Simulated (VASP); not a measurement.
A VASP calculation is set up with these files.

### POSCAR
```
Te2Mo
1.0
  3.4939236773   0.0000000000   0.0000000000
 -1.7469618386   3.0258264865   0.0000000000
  0.0000000000   0.0000000000  23.2334419086
Te Mo
4 2
Direct
  0.3333330000   0.6666670000   0.0719748447
  0.6666670000   0.3333330000   0.9280251553
  0.6666670000   0.3333330000   0.7726259673
  0.3333330000   0.6666670000   0.2273740327
  0.3333330000   0.6666670000   0.8502628126
  0.6666670000   0.3333330000   0.1497371874
```

KPOINTS:
```
K-points
0
gamma
 7 7 1
0 0 0
```

INCAR:
```
SYSTEM = Te2Mo
PREC = Accurate
ENCUT = 400
EDIFF = 1E-6
NELM = 100
ALGO = Normal
LREAL = .FALSE.
LASPH = .TRUE.
ISMEAR = 0
SIGMA = 0.05
GGA = PS
LMAXMIX = 4
LWAVE = .FALSE.
LCHARG = .FALSE.
IBRION = 2
ISIF = 3
NSW = 60
EDIFFG = -0.02
```

POTCAR, in this order: Te Mo_sv (PBE.64 set). Program: vasp_std.

### Question
Translate this PBEsol calculation to Ansatz.

### Answer
One equivalent input (not run):
Ansatz 0.2 input:
```yaml
crystal:
  lattice:
    - [3.4939237, 0.0000000, 0.0000000]
    - [-1.7469618, 3.0258265, 0.0000000]
    - [0.0000000, 0.0000000, 23.2334419]
  atoms:
    - { symbol: Te, position: [0.3333330, 0.6666670, 0.0719748] }
    - { symbol: Te, position: [0.6666670, 0.3333330, 0.9280252] }
    - { symbol: Te, position: [0.6666670, 0.3333330, 0.7726260] }
    - { symbol: Te, position: [0.3333330, 0.6666670, 0.2273740] }
    - { symbol: Mo, position: [0.3333330, 0.6666670, 0.8502628] }
    - { symbol: Mo, position: [0.6666670, 0.3333330, 0.1497372] }
kpoints:
  mp_grid: { grid: [7, 7, 1] }
hamiltonian:
  xc: pbesol
  pseudopotentials: { kind: paw }
scf:
  occupations: { method: gaussian, width: 0.05 }
  max_iter: 100
relax:
  max_steps: 60
  f_tol: 0.02
  cell: {}
output: { forces: true, stress: true, eigenvalues: true }
```
Limits of the translation: each code has its own PAW files, so the cut-off isn't converted (ENCUT is set for VASP's; basis.ecutwfc is left out, and Ansatz then takes the one that its files recommend); Ansatz stops its SCF on the density residual and VASP on the energy change (EDIFF).

The cell is a sheet with vacuum, built from a database entry that may be metastable or hypothetical.
